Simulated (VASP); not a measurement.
Here is a VASP 6.6.1 calculation.

The input INCAR:

```
SYSTEM = LiMg6V
PREC = Accurate ; ENCUT = 520
EDIFF = 1E-7 ; ISMEAR = -1
SIGMA = 0.05 ; LREAL = .FALSE.
LASPH = .TRUE. ; NELM = 100
ALGO = Normal ; ISIF = 2
LWAVE = .FALSE. ; LCHARG = .TRUE.
ISPIN = 2 ; MAGMOM = 2 0 0 0 0 0 0 0
LORBIT = 11 ; LMAXMIX = 4
GGA = PE ; LELF = .TRUE.
LVHAR = .TRUE. ; NBANDS = 28
```

The input KPOINTS:

```
regular mesh
0
G
  5 5 5
  0 0 0
```

Contents of POSCAR:

```
LiMg6V
1.0
    5.0322350000      0.0000000000      0.0000000000
    0.0000000000      3.1743710000      5.3670330000
    0.0000000000     -3.1743710000      5.3670330000
V Mg Li
1 6 1
Direct
    0.0008370000      0.8382110000      0.8290500000
    0.5148980000      0.1613090000      0.1795060000
    0.4957520000      0.6829520000      0.6627480000
    0.5029930000      0.6716540000      0.1591250000
    0.5073210000      0.1545920000      0.6644850000
    0.0031440000      0.8334930000      0.3366910000
   -0.0001580000      0.3365440000      0.8370220000
   -0.0026770000      0.3395020000      0.3276820000
```

Potentials or basis: VASP PAW PBE potentials, release 64 (V_sv, Mg, Li_sv).

The run is started by

```bash
$ cat potpaw_PBE.64/V_sv/POTCAR potpaw_PBE.64/Mg/POTCAR potpaw_PBE.64/Li_sv/POTCAR > POTCAR
$ mpirun -np 1 vasp_std > vasp.out
```

Question: What does it give for the band gap on the k mesh?

Answer: None (metal or under the smearing width).

Question: Estimate the net moment.

Answer: 3.37 μB per cell.

Question: Estimate the largest force.

Answer: 0.361 eV/Å.

Question: Estimate the site moments.

Answer: V +2.72; Mg -0.00, +0.00, -0.01; Li -0.00 μB.

Forces on the atoms (eV/Å):
```
V    0.006 -0.033  0.096
Mg  -0.199  0.291 -0.081
Mg   0.085 -0.340 -0.042
Mg  -0.032  0.054 -0.177
Mg  -0.106  0.000  0.261
Mg   0.028 -0.009 -0.073
Mg   0.102  0.083 -0.084
Li   0.115 -0.045  0.101
```
